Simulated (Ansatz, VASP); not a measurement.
# SiCl3: VASP beside Ansatz

Aim: how closely do two programs agree when they are given the same cell, functional and k mesh? The cell is generated by rule, not measured, and may not be a known phase. The cell is taken from a series of runs on this material, whose earlier steps may have relaxed, scaled, displaced or heated it; both programs get it as it stands.

Method: plane waves, with VASP 6.6.1 beside it; single point at PBE, in Ansatz 0.2.0.

The structure was built from a prototype and need not be the compound's stable phase.

## 1. The structure

The structure is orthorhombic, space group Pmma (No. 51). The conventional cell has a = 9.470 Å, b = 4.735 Å, c = 4.735 Å, α = 90.00°, β = 90.00°, γ = 90.00°. Si has 5 Cl at 1.90 to 2.40 Å nearest. Cl has 1 Si at 1.90 Å nearest. Cl has 2 Si at 2.39 Å nearest. Nearest to Cl lie 2 Si at 2.40 Å. Farther neighbours and most contacts between anions are not listed.

## 2. VASP: single point, PBE

A single point gives forces, pressure and levels at one fixed geometry, so differences don't come from the geometry; what else differs is listed under the comparison.

Lines of VASP's logs that name or quote its potential files are left out, and so is its time.

Input file INCAR:

```
SYSTEM = SiCl3
PREC = Accurate
ENCUT = 500
EDIFF = 1E-06
NELM = 120
ISMEAR = 1
SIGMA = 0.2
LREAL = .FALSE.
ALGO = Normal
GGA = PE
NBANDS = 33
LORBIT = 11
LWAVE = .FALSE.
LCHARG = .FALSE.
ISIF = 2
LASPH = .TRUE.
GGA_COMPAT = .FALSE.
KPAR = 2
```

Input file POSCAR:

```
SiCl3
1.0
    4.7349396865      0.0000000000      0.0000000000
    0.0000000000      4.7349396865      0.0000000000
    0.0000000000      0.0000000000      9.4698793730
Si Cl
2 6
Direct
    0.9324173018      0.0000000000      0.0000000000
    0.0675826982      0.0000000000      0.5000000000
    0.5320657529      0.0000000000      0.0000000000
    0.4679342471      0.0000000000      0.5000000000
    0.0000000000      0.0000000000      0.2500000000
    0.0000000000      0.0000000000      0.7500000000
    0.0133403581      0.5000000000      0.0000000000
    0.9866596419      0.5000000000      0.5000000000
```

Input file KPOINTS:

```
Automatic mesh
0
Gamma
8 8 4
0 0 0
```

PAW data sets: Si and Cl (PBE family, release 64).

The run is started by

```
mpirun -np 2 vasp_std
```

Numbers of over 12 decimals in the logs are rounded to 6 here.

Log:

```text
[banner, memory and clock lines left out]
running    2 mpi-ranks, on    1 nodes
 distrk:  each k-point on    1 cores,    2 groups
 distr:  one band on    1 cores,    1 groups

 POSCAR found type information on POSCAR SiCl
 POSCAR found :  2 types and       8 ions
 LDA part: xc-table for (Slater+PW92), standard interpolation
 POSCAR, INCAR and KPOINTS ok, starting setup
 FFT: planning ... GRIDC
 FFT: planning ... GRID_SOFT
 FFT: planning ... GRID
 WAVECAR not read
 entering main loop
       N       E                     dE             d eps       ncg     rms          rms(c)
DAV:   1     0.345797160861E+03    0.34580E+03   -0.20901E+04  4950   0.124E+03
DAV:   2     0.511891639615E+01   -0.34068E+03   -0.32929E+03  6629   0.237E+02
DAV:   3    -0.267675809416E+02   -0.31886E+02   -0.31636E+02  6186   0.829E+01
DAV:   4    -0.273954450482E+02   -0.62786E+00   -0.62671E+00  6207   0.135E+01
DAV:   5    -0.274136671629E+02   -0.18222E-01   -0.18213E-01  6140   0.236E+00    0.180E+01
DAV:   6    -0.265651910916E+02    0.84848E+00   -0.14576E+00  5984   0.511E+00    0.104E+01
DAV:   7    -0.265051002915E+02    0.60091E-01   -0.89369E-01  6094   0.400E+00    0.217E+00
DAV:   8    -0.264890333998E+02    0.16067E-01   -0.12771E-01  5925   0.165E+00    0.100E+00
DAV:   9    -0.264900531157E+02   -0.10197E-02   -0.63245E-03  6178   0.432E-01    0.205E-01
DAV:  10    -0.264894190809E+02    0.63403E-03   -0.24096E-03  5972   0.221E-01    0.659E-02
DAV:  11    -0.264894237338E+02   -0.46528E-05   -0.24187E-04  6408   0.740E-02    0.493E-02
DAV:  12    -0.264894265477E+02   -0.28139E-05   -0.41340E-05  5950   0.298E-02    0.252E-02
DAV:  13    -0.264894289119E+02   -0.23642E-05   -0.12160E-05  5911   0.191E-02    0.838E-03
DAV:  14    -0.264894290142E+02   -0.10237E-06   -0.17999E-06  4800   0.626E-03
   1 F= -.26489429E+02 E0= -.26489632E+02  d E =0.609005E-03
```

From OUTCAR (step 2):

```text
ion  position               nearest neighbor table
   1  0.932  0.000  0.000-   3 1.90   5 2.39   6 2.39   7 2.40   7 2.40   3 2.84
   2  0.068  0.000  0.500-   4 1.90   5 2.39   6 2.39   8 2.40   8 2.40   4 2.84
   3  0.532  0.000  0.000-   1 1.90   1 2.84
   4  0.468  0.000  0.500-   2 1.90   2 2.84
   5  0.000  0.000  0.250-   1 2.39   2 2.39
   6  0.000  0.000  0.750-   1 2.39   2 2.39
   7  0.013  0.500  0.000-   1 2.40   1 2.40
   8  0.987  0.500  0.500-   2 2.40   2 2.40

  LATTYP: Found a simple tetragonal cell.
 ALAT       =     4.7349396865
 C/A-ratio  =     2.0000000000

 Subroutine GETGRP returns: Found  8 space group operations
 (whereof  4 operations were pure point group operations)

The static configuration has the point symmetry C_2v.
 The point group associated with its full space group is D_2h.

 Found     75 irreducible k-points:

   k-points           NKPTS =     75   k-points in BZ     NKDIM =     75   number of bands    NBANDS=     33

   dimension x,y,z NGX =    36 NGY =   36 NGZ =   70
   dimension x,y,z NGXF=    72 NGYF=   72 NGZF=  140

   ENCUT  =  500.0 eV  36.75 Ry    6.06 a.u.   8.63  8.63 17.27*2*pi/ulx,y,z

   NELECT =      50.0000    total number of electrons

 k-points in reciprocal lattice and weights: Automatic mesh
   0.00000000  0.00000000  0.00000000       0.004
   0.12500000  0.00000000  0.00000000       0.008
   0.00000000  0.12500000  0.00000000       0.008
   0.25000000  0.00000000  0.00000000       0.008
   0.00000000  0.25000000  0.00000000       0.008
   0.37500000  0.00000000  0.00000000       0.008
   0.00000000  0.37500000  0.00000000       0.008
   0.50000000  0.00000000  0.00000000       0.004
   0.00000000  0.50000000  0.00000000       0.004
[...]
-0.37500000  0.50000000  0.50000000       0.008
   0.50000000  0.50000000  0.50000000       0.004

 average (electrostatic) potential at core
       1 -89.1105       2 -89.1105       3 -94.6880       4 -94.6880       5 -93.9690
       6 -93.9690       7 -93.9652       8 -93.9652

 E-fermi :   1.6896

 k-point     1 :       0.0000    0.0000    0.0000
  band No.  band energies     occupation
    ...
     21      -0.9345      2.00000
     22      -0.7851      2.00000
     23      -0.7303      2.00000
     24      -0.5399      2.00000
     25      -0.5195      2.00000
     26       1.8538      0.00963
     27       4.6477     -0.00000
     28       6.5566      0.00000
     29       6.8183      0.00000
     30       7.0407      0.00000
    ...

 k-point     2 :       0.1250    0.0000    0.0000
  band No.  band energies     occupation
    ...
     21      -0.7954      2.00000
     22      -0.7899      2.00000
     23      -0.7598      2.00000
     24      -0.5393      2.00000
     25      -0.5163      2.00000
     26       1.9482     -0.06962
     27       4.6411     -0.00000
     28       6.7496      0.00000
     29       6.9924      0.00000
     30       7.2128      0.00000
    ...

 k-point     3 :       0.0000    0.1250    0.0000
  band No.  band energies     occupation
    ...
     21      -0.8302      2.00000
     22      -0.7539      2.00000
     23      -0.6237      2.00000
     24      -0.6132      2.00000
     25      -0.4053      2.00000
     26       1.9691     -0.06372
     27       4.5999     -0.00000
     28       6.7206      0.00000
     29       6.9274      0.00000
     30       7.1453      0.00000
    ...

  Total       20.6758106     -1.1112575     -0.3483920      0.0000000      0.0000000      0.0000000
  in kB      156.0270071     -8.3859439     -2.6290899      0.0000000      0.0000000      0.0000000
  external PRESSURE =      48.3373244 kB  Pullay stress =       0.0000000 kB

  energy-cutoff  :      500.00
  volume of cell :      212.31
      direct lattice vectors                 reciprocal lattice vectors
     4.734939686  0.000000000  0.000000000     0.211195932  0.000000000  0.000000000
     0.000000000  4.734939686  0.000000000     0.000000000  0.211195932  0.000000000
     0.000000000  0.000000000  9.469879373     0.000000000  0.000000000  0.105597966

 POSITION                                       TOTAL-FORCE (eV/Angst)
 -----------------------------------------------------------------------------------
      4.41494      0.00000      0.00000         2.943470      0.000000     -0.000000
      0.32000      0.00000      4.73494        -2.943470      0.000000     -0.000000
      2.51930      0.00000      0.00000        -3.424374      0.000000     -0.000000
      2.21564      0.00000      4.73494         3.424374      0.000000     -0.000000
      0.00000      0.00000      2.36747        -0.000000     -0.000000     -0.000000
      0.00000      0.00000      7.10241        -0.000000     -0.000000      0.000000
      0.06317      2.36747      0.00000         0.285650      0.000000     -0.000000
      4.67177      2.36747      4.73494        -0.285650      0.000000     -0.000000
 -----------------------------------------------------------------------------------
    total drift:                                0.000000      0.000000      0.000000

  FREE ENERGIE OF THE ION-ELECTRON SYSTEM (eV)
  ---------------------------------------------------
  free  energy   TOTEN  =       -26.4894290142 eV

  energy  without entropy=      -26.4900380194  energy(sigma->0) =      -26.48963202

 total charge
# of ion       s       p       d       tot
------------------------------------------
    1        0.815   0.683   0.000   1.497
    2        0.815   0.683   0.000   1.497
    3        1.614   3.615   0.000   5.229
    4        1.614   3.615   0.000   5.229
    5        1.608   3.498   0.000   5.106
    6        1.608   3.498   0.000   5.106
    7        1.609   3.493   0.000   5.102
    8        1.609   3.493   0.000   5.102
--------------------------------------------------
tot         11.290  22.579   0.000  33.869

[... 3 further parts left out ...]
```

The run ends at a pressure of 4.83 GPa, with forces up to 3.4 eV/Å.

## 3. Ansatz: single point, PBE

Ansatz runs on norm-conserving files, of PseudoDojo where its log says so.

The same cell, functional, mesh and smearing now go to Ansatz, which takes its cutoff from its data sets.

Input file input.yaml:

```yaml
crystal:
  lattice:
    - [4.7349396865, 0.0, 0.0]
    - [0.0, 4.7349396865, 0.0]
    - [0.0, 0.0, 9.469879373]
  atoms:
    - { symbol: Si, position: [-0.0675826982, 0.0, 0.0] }
    - { symbol: Si, position: [0.0675826982, 0.0, 0.5] }
    - { symbol: Cl, position: [0.5320657529, 0.0, 0.0] }
    - { symbol: Cl, position: [0.4679342471, 0.0, 0.5] }
    - { symbol: Cl, position: [0.0, 0.0, 0.25] }
    - { symbol: Cl, position: [0.0, 0.0, 0.75] }
    - { symbol: Cl, position: [0.0133403581, 0.5, 0.0] }
    - { symbol: Cl, position: [-0.0133403581, 0.5, 0.5] }
kpoints:
  mp_grid: { grid: [8, 8, 4] }
hamiltonian:
  xc: pbe
  pseudopotentials: { kind: nc }
scf:
  occupations: { method: methfessel_paxton, width: 0.2 }
output:
  forces: true
  stress: true
  eigenvalues: true
```

The run is started by

```
ansatz run input.yaml --threads 4 --pin off --max-ram 14336MiB --backend cpu --events-out ev --progress --plain --runs-dir out
```

Log:

```text
Engine: ansatz 0.2.0, aarch64-unknown-linux-gnu
Pseudopotentials: kind: nc
Pseudopotential: Si, nc, valence charge 4, recommended cutoff 489.804952 eV (normal), Si.nc.azcp
Pseudopotential: Cl, nc, valence charge 7, recommended cutoff 789.130201 eV (normal), Cl.nc.azcp (PseudoDojo's, or run here from an input of PseudoDojo's: the run reads no file of this project's for it)
Functional definition: PBE
  parameter kappa = 0.804
  parameter beta = 0.066725
  exchange = pbe_x(kappa = kappa, mu = beta*pi^2/3)
  correlation = pbe_c(beta = beta)
Crystal: 8 atoms, lattice volume = 212.311 Å³
Basis set: ecut = 789.130201 eV, 10735 PW (Γ), exchange–correlation on 90×90×180 points (8 copies of the dense FFT grid, shifted against one another)
Bands: 33, of which v1, the nominal top of the filled ones, is band 25 counted from 1 (24 counted from 0)
Symmetry: 8 space group operations
Space group: Pmma (ITA 51), of the structure as read, at distance tolerance 6.0e-5 Å
k-points: 75 of 256
Non-local potential: Si, projectors of the file, l = 0: 2, l = 1: 2, l = 2: 2
Non-local potential: Cl, projectors of the file, l = 0: 2, l = 1: 2, l = 2: 2
Initial density: superposition of atomic densities (chi_scale 0.1, normalization cell, long waves kept (reshape's long-wave potential 0.02 eV rms))
Initial wavefunctions: pseudopotential atomic-orbital guess
Functional: x = pbe(κ = 0.804, μ = 0.219515), c = pbe(β = 0.066725)
SCF iter   1: F=—  HF=-2912.680692 eV  |F-HF|=—  |Δ(HF+E_count)|=         —  Δρ=2.74e-2  dr2=1.52e0  ethr=3.10e-3  ⟨swp⟩=12.7  Hψ=17873  notcnv=0  defer=6
preconditioner: auto → LDOS  [metal: Δε(μ)=0.085 eV  Ē_g=11.691 eV  σ=0.200 eV  W_gap=0.35  n_scr=38 (ndim 8)  ℏωp=18.0 eV  f_vac=0.142  D(μ)=1.36/eV (n_scr^D=2)  β→1.0]
SCF iter   2: F=—  HF=-2912.364659 eV  |F-HF|=—  |Δ(HF+E_count)|=   3.16e-1  S|Δr|=    0.00e0  Δρ=1.15e-2  dr2=3.62e-1  ethr=3.04e-3  ⟨swp⟩=3.0  Hψ=5757  notcnv=0  defer=188
SCF iter   3: F=—  HF=-2912.239200 eV  |F-HF|=—  |Δ(HF+E_count)|=   1.25e-1  S|Δr|=    0.00e0  Δρ=2.33e-3  dr2=1.22e-2  ethr=7.23e-4  ⟨swp⟩=2.5  Hψ=4531  notcnv=0  defer=188
SCF iter   4: F=—  HF=-2912.236436 eV  |F-HF|=—  |Δ(HF+E_count)|=   2.76e-3  S|Δr|=    0.00e0  Δρ=5.27e-4  dr2=5.36e-4  ethr=2.44e-5  ⟨swp⟩=2.1  Hψ=3806  notcnv=0  defer=188
SCF iter   5: F=—  HF=-2912.236325 eV  |F-HF|=—  |Δ(HF+E_count)|=   1.11e-4  S|Δr|=    0.00e0  Δρ=1.33e-4  dr2=3.89e-5  ethr=1.07e-6  ⟨swp⟩=2.0  Hψ=4150  notcnv=0  defer=188
SCF iter   6: F=—  HF=-2912.236287 eV  |F-HF|=—  |Δ(HF+E_count)|=   3.73e-5  S|Δr|=    0.00e0  Δρ=3.52e-5  dr2=2.51e-6  ethr=7.78e-8  ⟨swp⟩=2.4  Hψ=4060  notcnv=0  defer=188
SCF iter   7: F=—  HF=-2912.236287 eV  |F-HF|=—  |Δ(HF+E_count)|=   3.52e-7  S|Δr|=    0.00e0  Δρ=9.47e-6  dr2=2.02e-7  ethr=5.03e-9  ⟨swp⟩=2.0  Hψ=4078  notcnv=0  defer=188
SCF iter   8: F=-2912.236287 eV  HF=-2912.236287 eV  |F-HF|=3.72e-9  |Δ(HF+E_count)|=   3.80e-8  S|Δr|=    0.00e0  Δρ=1.95e-6  dr2=7.98e-9  ethr=2.00e-10  ⟨swp⟩=17.3  Hψ=16645  notcnv=0
SCF 1 converged in 8 iterations: F = -2912.236287 eV  dr2 = 7.98e-9
SCF converged after 8 iterations
Stability not checked: this state was not tested for a lower state beside it, because cold or Methfessel-Paxton smearing, or corrected tetrahedra, fill the levels in a way that the test cannot read (fill_not_monotonic; see scf.lower_state_search)
Free energy (F): -2912.236287 eV
Harris-Foulkes:  -2912.236287 eV  (|F-HF|=3.72e-9)
Internal energy: -2912.236914 eV  (E = F + TS)
E sigma→0 (E₀):  -2912.236444 eV
Entropy (-TS):   0.000627 eV (0.078 meV/atom)
Fermi energy:    2.612886 eV
Step filling:    the computed levels leave a gap of 0.0762 eV = 0.4 smearing widths at the electron count; against every level under it full and every level over it empty, smearing changes F+E_penalty+E_count by -0.058 meV and its σ→0 estimate by -0.215 meV
--- Per-component energies (eV) ---
  E_band       = -213.886249
  E_kinetic    = 1001.055279
  E_local      = -2204.262912  (includes V_loc(G=0)·N_el)
  E_nonlocal   = 404.524600
  E_hartree    = 658.697851
  E_xc         = -817.309266
  E_vxc        = -732.598842  (∫ρ·V_xc dr)
  E_ewald      = -1954.942465
  E_smearing   = 0.000627  (= −TS)
  E_closure    = -0.000000  (closes the sum)
  Σ components = -2912.236287   (vs F -2912.236287, Δ=0.00e0)
--- Forces (eV/Å), atoms counted from 1 ---
  atom   1  Si     3.05686196     0.00000000     0.00000000
  atom   2  Si    -3.05686196     0.00000000     0.00000000
  atom   3  Cl    -3.53973183     0.00000000     0.00000000
  atom   4  Cl     3.53973183     0.00000000     0.00000000
  atom   5  Cl     0.00000000     0.00000000     0.00000000
  atom   6  Cl     0.00000000     0.00000000     0.00000000
  atom   7  Cl     0.28707881     0.00000000     0.00000000
  atom   8  Cl    -0.28707881     0.00000000     0.00000000
  max |Σ_I F_I| component: 5.00e-16 eV/Å
--- Stress (GPa, compression-positive) ---
       15.953386       0.000000       0.000000
        0.000000      -0.765354       0.000000
        0.000000       0.000000      -0.188538
  P = ⅓ Tr σ = 4.9998 GPa (49.998 kbar)
--- Band table (eV; the first three rows and the last of 75) ---
  k-point 0: bands = [... 21 lower, 0.1580, 0.2156, 0.4030, 0.4242, 2.7730, 5.5599, 7.4885, 7.6910, ... 4 higher]
  k-point 1: bands = [... 21 lower, 0.1612, 0.1958, 0.3089, 0.5500, 2.1724, 6.2612, 7.6757, 7.7120, ... 4 higher]
  k-point 2: bands = [... 21 lower, 0.0852, 0.1698, 0.1698, 1.1926, 1.1926, 7.5459, 7.5459, 7.7700, ... 4 higher]
  k-point 74: bands = [... 21 lower, 0.7299, 0.8204, 0.8204, 4.0631, 4.0631, 5.0101, 5.0101, 6.2430, ... 4 higher]
```

The run ends at a pressure of 5.00 GPa, with forces up to 3.5 eV/Å.

## 4. Differences

Known differences besides the potentials themselves: the cutoff is 789.13 eV in Ansatz and 500 eV in VASP. Total energies have different zeros and are not compared.

The two programs side by side:

| quantity | Ansatz | VASP | difference |
| --- | --- | --- | --- |
| pressure (GPa) | 5.00 | 4.83 | +0.17 |

Forces (eV/Å; atoms numbered as in POSCAR):

| atom | Ansatz x, y, z | VASP x, y, z |
| --- | --- | --- |
| Si1 | 3.057, 0.000, 0.000 | 2.943, 0.000, 0.000 |
| Si2 | -3.057, 0.000, 0.000 | -2.943, 0.000, 0.000 |
| Cl3 | -3.540, 0.000, 0.000 | -3.424, 0.000, 0.000 |
| Cl4 | 3.540, 0.000, 0.000 | 3.424, 0.000, 0.000 |
| Cl5 | 0.000, 0.000, 0.000 | 0.000, 0.000, 0.000 |
| Cl6 | 0.000, 0.000, 0.000 | 0.000, 0.000, 0.000 |
| Cl7 | 0.287, 0.000, 0.000 | 0.286, 0.000, 0.000 |
| Cl8 | -0.287, 0.000, 0.000 | -0.286, 0.000, 0.000 |

The forces differ by 47 meV/Å r.m.s., which is 3.6 % of the r.m.s. force of 1.306 eV/Å (both taken over all components).

## 5. What came out

```
r.m.s. force difference (single point, PBE) : 3.6 % of the r.m.s. force
```

What this shows: The r.m.s. force difference is 3.6 % of the r.m.s. force (single point, PBE), beyond the 3 % picked in this series as the mark of a large difference. What causes the difference of the single point, PBE pair stays open here. Such differences can come from data sets, numerical settings and the points named under the comparisons, not from the functional's error against experiment.

[Lines on the potential files, build, host, timing and source positions are cut from VASP's logs without a mark.]

[Logs are printed without paths, hosts, clocks, repeated set-up lines and the standing remarks that a program may print on its own settings, such as how far it seeks lower states.]

[Hosts, paths, dates, database ids (printed as entryN), source tags and the programs' standing remarks are cut or masked in the printed files.]
